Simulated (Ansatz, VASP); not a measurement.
# LaN: VASP beside Ansatz, part 2 of 2

Aim: how closely do two programs agree when they are given the same cell, functional and k mesh? The cell is generated by rule, not measured, and may not be a known phase. Of the first pair: The cell is taken from a series of runs on this material, whose earlier steps may have relaxed, scaled, displaced or heated it; both programs get it as it stands.

VASP 6.6.1 and Ansatz 0.2.0.

So far: The structure; Ansatz: relaxation of cell and atoms, LDA, pair 1; VASP: relaxation of cell and atoms, LDA, pair 1; Comparison.

## (5) VASP: relaxation of cell and atoms, LDA, pair 2

Level of this step: LDA; plane waves and PAW (La, N); invented cell (VASP).

The relaxed volume is the usual yardstick between codes: in a stiff, nearly cubic crystal its relative difference is about their pressure difference at one cell divided by the bulk modulus. Its start cell is another than that of the pair before, and may be another structure of the material.

The input, INCAR:

```
SYSTEM = LaN
PREC = Accurate
ENCUT = 600
EDIFF = 1E-07
NELM = 200
ISMEAR = 0
SIGMA = 0.02
LREAL = .FALSE.
ALGO = Normal
GGA = CA
NBANDS = 14
LASPH = .TRUE.
LORBIT = 11
LWAVE = .FALSE.
LCHARG = .FALSE.
ISIF = 3
IBRION = 2
NSW = 80
EDIFFG = -0.005
GGA_COMPAT = .FALSE.
NELMIN = 4
EFERMI = MIDGAP
LMAXMIX = 6
```

The input, POSCAR:

```
LaN
1.0
    0.0000000000      2.7525738955      2.7525738955
    2.7525738955      0.0000000000      2.7525738955
    2.7525738955      2.7525738955      0.0000000000
La N
1 1
Direct
    0.0000000000      0.0000000000      0.0000000000
    0.2500000000      0.2500000000      0.2500000000
```

The input, KPOINTS:

```
Automatic mesh
0
Gamma
8 8 8
0 0 0
```

Potentials, in the order of the species: La and N (LDA family, release 64).

Command:

```
$ mpirun -np 1 vasp_std
```

Numbers of over 12 decimals in the logs are rounded to 6 here.

Output:

```text
[... set-up lines as in an earlier step ...]
 entering main loop
       N       E                     dE             d eps       ncg     rms          rms(c)
DAV:   1     0.143487476500E+03    0.14349E+03   -0.66860E+03   844   0.185E+03
DAV:   2    -0.267540057385E+01   -0.14616E+03   -0.13452E+03  1180   0.236E+02
DAV:   3    -0.200227720453E+02   -0.17347E+02   -0.16803E+02  1150   0.126E+02
DAV:   4    -0.209959456083E+02   -0.97317E+00   -0.96377E+00  1430   0.199E+01
[...]
DAV:  12    -0.172877690938E+02   -0.12631E-04   -0.53983E-05  1314   0.586E-02    0.970E-03
DAV:  13    -0.172877686301E+02    0.46365E-06   -0.77702E-06  1526   0.204E-02    0.535E-03
DAV:  14    -0.172877685408E+02    0.89326E-07   -0.67119E-07  1394   0.999E-03
   1 F= -.17287769E+02 E0= -.17287769E+02  d E =-.172878E+02
[...]
N       E                     dE             d eps       ncg     rms          rms(c)
DAV:   1    -0.172878610819E+02   -0.92452E-04   -0.27085E-03  1112   0.540E-01    0.544E-02
DAV:   2    -0.172877864241E+02    0.74658E-04   -0.23505E-04  1498   0.186E-01    0.220E-02
DAV:   3    -0.172877675745E+02    0.18850E-04   -0.67914E-05  1370   0.104E-01    0.303E-03
DAV:   4    -0.172877680130E+02   -0.43847E-06   -0.58700E-06  1472   0.131E-02    0.303E-03
DAV:   5    -0.172877680588E+02   -0.45802E-07   -0.18177E-07  1104   0.338E-03
   2 F= -.17287768E+02 E0= -.17287768E+02  d E =0.481967E-06
 trial-energy change:    0.000000  1 .order   -0.000000   -0.000016    0.000015
 step:   0.4719(harm=  0.5103)  dis= 0.00000  next Energy=   -17.287772 (dE=-0.369E-05)
[...]
N       E                     dE             d eps       ncg     rms          rms(c)
DAV:   1    -0.172877979241E+02   -0.29911E-04   -0.76076E-04  1100   0.283E-01    0.289E-02
DAV:   2    -0.172877772607E+02    0.20663E-04   -0.69264E-05  1520   0.100E-01    0.119E-02
DAV:   3    -0.172877718430E+02    0.54177E-05   -0.19506E-05  1370   0.557E-02    0.156E-03
DAV:   4    -0.172877719590E+02   -0.11604E-06   -0.16319E-06  1480   0.695E-03    0.154E-03
DAV:   5    -0.172877719711E+02   -0.12025E-07   -0.42760E-08   740   0.191E-03
   3 F= -.17287772E+02 E0= -.17287772E+02  d E =-.343027E-05
[...]
reached required accuracy - stopping structural energy minimisation
```

Parts of OUTCAR (step 5):

```text
  Total       -0.0008944     -0.0008944     -0.0008944      0.0000000      0.0000000      0.0000000
  in kB       -0.0343732     -0.0343732     -0.0343732      0.0000000      0.0000000      0.0000000
  external PRESSURE =      -0.0343732 kB  Pullay stress =       0.0000000 kB

 POSITION                                       TOTAL-FORCE (eV/Angst)
 -----------------------------------------------------------------------------------
      0.00000      0.00000      0.00000        -0.000000     -0.000000      0.000000
      1.37605      1.37605      1.37605         0.000000      0.000000     -0.000000
 -----------------------------------------------------------------------------------
    total drift:                               -0.000000     -0.000000     -0.000000

  FREE ENERGIE OF THE ION-ELECTRON SYSTEM (eV)
  ---------------------------------------------------
  free  energy   TOTEN  =       -17.2877719711 eV

  energy  without entropy=      -17.2877719711  energy(sigma->0) =      -17.28777197

[... 2 parts as in an earlier step ...]

[... 2 further parts left out ...]
[key lines of the parts left out:]
E-fermi :   6.8466
```

## (6) Ansatz: relaxation of cell and atoms, LDA, pair 2

Its own start cell and the same functional (in two slightly different forms), mesh and smearing now go to Ansatz, which takes its cutoff from its data sets.

The two relaxations start from unlike cells of this crystal (the structure described is Ansatz's start), so only their ends are compared.

The input, input.yaml:

```yaml
crystal:
  lattice:
    - [0.0, 2.70269, 2.70269]
    - [2.70269, 0.0, 2.70269]
    - [2.70269, 2.70269, 0.0]
  atoms:
    - { symbol: La, position: [0.0, 0.0, 0.0] }
    - { symbol: "N", position: [0.25, 0.25, 0.25] }
kpoints:
  mp_grid: { grid: [8, 8, 8] }
hamiltonian:
  xc: lda
scf:
  occupations: { method: gaussian, width: 0.02 }
output:
  forces: true
  stress: true
  eigenvalues: true
  write_density: true
  write_potential: true
  elf: true
  volumetric_format: npy
relax:
  adjacent_minimum: "off"
  f_tol: 0.005
  max_steps: 80
  cell: { stress_tol: 0.05 }
```

Command:

```
$ ansatz run input.yaml --threads 4 --pin off --max-ram 7168MiB --backend cpu --events-out ev --progress --plain --runs-dir out
```

Output:

```text
[...]
Crystal: 2 atoms, lattice volume = 39.484 Å³
Basis set: ecut = 420 eV, 749 PW (Γ)
Bands: 12, of which v1, the nominal top of the filled ones, is band 8 counted from 1 (7 counted from 0)
Symmetry: 24 space group operations
[...]
k-points: 29 of 512 (time reversal used)
[...]
k-point 28: bands = [... 4 lower, 0.1132, 8.1753, 8.2710, 9.2766, 11.9496, 12.9021, 13.5097, 13.6036]
--- Relaxed structure (5 steps of the walk, 5 accepted, 2 SCFs on fresh bases) ---
[...]
cell:  # Å, volume = 41.7057 Å³
    - [0, 2.752465, 2.752465]
    - [2.752465, 0, 2.752465]
    - [2.752465, 2.752465, 0]
  atoms:
    - { symbol: La, position: [0, 0, 0] }
    - { symbol: N, position: [0.250000, 0.250000, 0.250000] }
[key lines of the parts left out:]
SCF converged after 5 iterations
Free energy (F): -6452.580481 eV
Fermi energy:    10.115656 eV
P = ⅓ Tr σ = 0.0110 GPa (0.110 kbar)
```

## (7) Side by side

Compared:

```csv
quantity,Ansatz,VASP,difference
volume (Å³),41.71,41.69,+0.04 %
"edge a after relaxation, in the typed setting (Å)",3.893,3.892,+0.01 %
```

## (8) Summary of results

| Item | Value |
| --- | --- |
| difference in volume (relaxation of cell and atoms, LDA, pair 1) | 0.060 % |
| difference in volume (relaxation of cell and atoms, LDA, pair 2) | 0.039 % |

**Reading.** The difference in volume is 0.060 % (relaxation of cell and atoms, LDA, pair 1), within the 1.2 % picked in this series as the mark of a large difference, as far as the stopping tolerances let one tell. How closely two codes agree says nothing of how well the functional describes the real material.

[Lines on the potential files, build, host, timing and source positions are cut from VASP's logs without a mark.]

[Logs are printed without paths, hosts, clocks, repeated set-up lines and the standing remarks that a program may print on its own settings, such as how far it seeks lower states.]

[Hosts, paths, dates, database ids (printed as entryN), source tags and the programs' standing remarks are cut or masked in the printed files.]
